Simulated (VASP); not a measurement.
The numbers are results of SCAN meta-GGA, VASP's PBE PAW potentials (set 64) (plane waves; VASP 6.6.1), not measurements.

VASP input:

**POSCAR**
```
SiO2
1.0
  4.1773775122   0.0000000000   0.0000000000
  0.0000000000   4.1773775122   0.0000000000
  0.0000000000   0.0000000000   2.6699464817
Si O
2 4
direct
  0.0000000000   0.0000000000   0.0000000000
  0.5000000000   0.5000000000   0.5000000000
  0.3059348178   0.3059348178   1.0000000000
  0.8059348178   0.1940651822   0.5000000000
  0.1940651822   0.8059348178   0.5000000000
  0.6940651822   0.6940651822   0.0000000000
```

**KPOINTS**
```
kpoints
0
Gamma
 5 5 8
0 0 0
```

INCAR:
```
METAGGA = SCAN
ISIF = 4   # ions and shape, fixed volume
LASPH = .TRUE.   # aspherical one-centre terms
PREC = Accurate
LCHARG = .FALSE.
ENCUT = 520
LWAVE = .FALSE.
LREAL = .FALSE.   # projection in real space or not
SIGMA = 0.05
EDIFFG = -0.01
EDIFF = 1E-7   # SCF stop (eV)
NSW = 30
ISMEAR = 0
NELM = 100   # most electronic steps
SYSTEM = SiO2
IBRION = 2   # conjugate gradients
LMIXTAU = .TRUE.
ALGO = Normal
```

POTCAR, in this order: Si O (PBE.64 set). Program: vasp_std.

### Question
Predict the energy per atom (σ→0), band gap (on the k-mesh).

### Answer

```json
{
  "energy per atom (σ→0)": "-1003.8 kJ/mol-atom",
  "band gap (on the k-mesh)": "6.48 eV"
}
```

OSZICAR:
```
...
DAV:  15    -0.624225100482E+02    0.17438E-04   -0.43887E-05  1348   0.735E-02    0.100E-02
DAV:  16    -0.624225184988E+02   -0.84507E-05   -0.19949E-05  1288   0.508E-02    0.294E-03
DAV:  17    -0.624225219668E+02   -0.34679E-05   -0.51031E-06  1320   0.286E-02    0.239E-03
DAV:  18    -0.624225224856E+02   -0.51884E-06   -0.20937E-07   892   0.584E-03    0.138E-03
DAV:  19    -0.624225226518E+02   -0.16624E-06   -0.12094E-07   828   0.435E-03    0.787E-04
DAV:  20    -0.624225227959E+02   -0.14403E-06   -0.28113E-08   708   0.178E-03    0.511E-04
DAV:  21    -0.624225228747E+02   -0.78780E-07   -0.49875E-09   684   0.801E-04
   1 F= -.62422523E+02 E0= -.62422523E+02  d E =-.624225E+02
```

The compound is SiO2 in the rutile structure, stishovite, a high-pressure form. It was relaxed first.
